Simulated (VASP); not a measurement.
Consider the following.

```
CELL_PARAMETERS angstrom
      4.12652    -7.10864    -0.00430
      2.04650     3.54464     0.00000
     -0.00351     0.00202     6.69945
ATOMIC_POSITIONS crystal
  Zn 0.33306 0.33306 0.50077
  Cd 0.17273 0.67273 0.00406
  Cd 0.83580 0.33580 0.49763
  Cd 0.66001 0.66001 0.00138
  S  0.33125 0.33125 0.85325
  S  0.18439 0.68439 0.38810
  S  0.83576 0.33576 0.87997
  S  0.64699 0.64699 0.38285
```

Method: PBE GGA, VASP's PBE PAW potentials (set 64) (plane waves; VASP 6.6.1). Settings: 400 eV cut-off, 3×6×3 Γ-centred mesh, Gaussian smearing of 0.050 eV, potentials Zn Cd S.

**Question.** Predict the energy per atom (σ→0), band gap (on the k-mesh) with the smallest direct gap where there is one.

**Answer.** 
```yaml
band gap (on the k-mesh): 1.21 eV
smallest direct gap (on the k-mesh): 1.21 eV
energy per atom (σ→0): -3.145 eV/atom
```

Total energies compare only between runs with the same potentials, cut-off and functional.

The structure was generated: Cd3ZnS4 was put into an ordered model structure (Pm), which need not be its known phase. It was relaxed first.
